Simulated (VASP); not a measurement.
CdNiSe3:

```xyz
5
Lattice="4.7674 0.0000 0.0000 0.0000 4.7674 0.0000 0.0000 0.0000 4.7674" Properties=species:S:1:pos:R:3 pbc="T T T"
Cd    2.3837    2.3837    2.3837
Ni    0.0000    0.0000    0.0000
Se    2.3837    0.0000    0.0000
Se    0.0000    2.3837    0.0000
Se    0.0000    0.0000    2.3837
```

The cell was built by a generator and needn't be a form met in nature.

| Quantity | Value |
| --- | --- |
| Program | VASP 6.6.1 |
| Task | relaxation of cell and atoms |
| Functional | vdW-DF-cx |
| Potentials or basis | VASP PAW PBE potentials, release 64 (Cd, Ni, Se) |
| Cutoff | 600 eV |
| k mesh | 5 × 5 × 5 |
| Occupations | fermi-dirac, width 0.05 eV |
| Spin | collinear spin, ferromagnetic start |
| Starting moments | [0.0, 1.0, 0.0, 0.0, 0.0] μB |

At the start: pressure -2.8 GPa; volume 21.67 Å³/atom.

**Question.** Where does the relaxation end?

**Answer.** Over 3 steps the energy falls by 7.4 meV/atom and the volume is 20.84 Å³/atom (-3.9 %); space group Pm-3m (No. 221, to 0.05 Å); moment 0.00 μB per cell.

Step by step:
```tsv
step	energy change (eV)	largest force (eV/Å)	pressure (GPa)	volume (Å³)
1	0.0000	0.0000	-2.81	108.35
2	-0.0311	0.0000	1.27	102.51
3	-0.0372	0.0000	0.00	104.18
```

Final structure:
```yaml
crystal:
  lattice:
    - [4.70532, 0.00000, 0.00000]
    - [0.00000, 4.70532, 0.00000]
    - [0.00000, 0.00000, 4.70532]
  atoms:
    - { symbol: Cd, position: [0.50000, 0.50000, 0.50000] }
    - { symbol: Ni, position: [0.00000, 0.00000, 0.00000] }
    - { symbol: Se, position: [0.50000, 0.00000, 0.00000] }
    - { symbol: Se, position: [0.00000, 0.50000, 0.00000] }
    - { symbol: Se, position: [0.00000, 0.00000, 0.50000] }
```

Caveat: the PAW data sets were made with another functional, which shifts forces and pressure a little.
